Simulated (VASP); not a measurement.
Write the native input for VASP 6.6.1 that does the following.

```yaml
Task: single point
Functional: PBEsol
Potentials_or_basis: VASP PAW PBE potentials, release 64 (Fe, C)
Cutoff: 450 eV
k_mesh: 3 × 4 × 4
Occupations: gaussian, width 0.03 eV
Spin: collinear spin, ferromagnetic start
Starting_moments: "[0.4, 0.0, 0.0, 0.0, 0.0, 0.0, 0.0, 0.0, 0.0, 0.0, 0.0, 0.0, 0.0, 0.0, 0.0, 0.0, 0.0, 0.0, 0.0, 0.0, 0.0, 0.0, 0.0, 0.0] μB"
Hubbard_terms: Fe d U = 4 eV
Dq: 0
Further_INCAR_settings: LREAL = Auto; ALGO = Normal; EDIFF = 1e-05; NBANDS = 72
```

The structure of FeC23 (a cell with a defect) lies in POSCAR:

```
FeC23
1.0
    0.0000000000      5.3503200000      5.3503200000
    3.5668800000      0.0000000000      3.5668800000
    3.5668800000      3.5668800000      0.0000000000
Fe C
1 23
Direct
    0.0000000000      0.0000000000      0.0000000000
    0.0000000000      0.0000000000      0.5000000000
    0.0000000000      0.5000000000      0.0000000000
    0.0000000000      0.5000000000      0.5000000000
    0.3333330000      0.0000000000      0.0000000000
    0.3333330000      0.0000000000      0.5000000000
    0.3333330000      0.5000000000      0.0000000000
    0.3333330000      0.5000000000      0.5000000000
    0.6666670000      0.0000000000      0.0000000000
    0.6666670000      0.0000000000      0.5000000000
    0.6666670000      0.5000000000      0.0000000000
    0.6666670000      0.5000000000      0.5000000000
    0.0833333333      0.1250000000      0.1250000000
    0.0833333333      0.1250000000      0.6250000000
    0.0833333333      0.6250000000      0.1250000000
    0.0833333333      0.6250000000      0.6250000000
    0.4166663333      0.1250000000      0.1250000000
    0.4166663333      0.1250000000      0.6250000000
    0.4166663333      0.6250000000      0.1250000000
    0.4166663333      0.6250000000      0.6250000000
    0.7500003333      0.1250000000      0.1250000000
    0.7500003333      0.1250000000      0.6250000000
    0.7500003333      0.6250000000      0.1250000000
    0.7500003333      0.6250000000      0.6250000000
```

One way to write it, as run:

INCAR

```
PREC = Accurate
ENCUT = 450
EDIFF = 1E-5
ISMEAR = 0
SIGMA = 0.03
LREAL = Auto
LASPH = T
NELM = 120
ALGO = Normal
ISIF = 2
LWAVE = F
LCHARG = F
ISPIN = 2
MAGMOM = 0.4 0 0 0 0 0 0 0 0 0 0 0 0 0 0 0 0 0 0 0 0 0 0 0
LORBIT = 11
LMAXMIX = 4
LDAU = T
LDAUTYPE = 2
LDAUL = 2 -1
LDAUU = 4 0
LDAUJ = 0 0
LDAUPRINT = 1
GGA = PS
NBANDS = 72
KPAR = 4
```

KPOINTS

```
Automatic mesh
0
Gamma
  3 4 4
```

Potentials or basis: VASP PAW PBE potentials, release 64 (Fe, C).

Run with:

```sh
$ cat potpaw_PBE.64/Fe/POTCAR potpaw_PBE.64/C/POTCAR > POTCAR
$ mpirun -np 4 vasp_std > vasp.out
```

It gave:

```
Largest force                                         : 10.122 eV/Å
Band gap on the k mesh                                : 2.20 eV, indirect (least direct gap 2.26 eV)
Net moment                                            : 0.00 μB per cell
Valence electrons inside the program's atomic spheres : Fe 10.46; C 2.57, 2.66, 2.56, 2.67
```

Caveat: the PAW data sets were made with another functional, which shifts forces and pressure a little; the U is typed as a test and isn't derived for this compound.

Wall time 3.2 min on 4 MPI ranks on Intel(R) Xeon(R) Platinum 8559C (Emerald Rapids), with other jobs on the host, peak memory 0.4 GiB a rank.
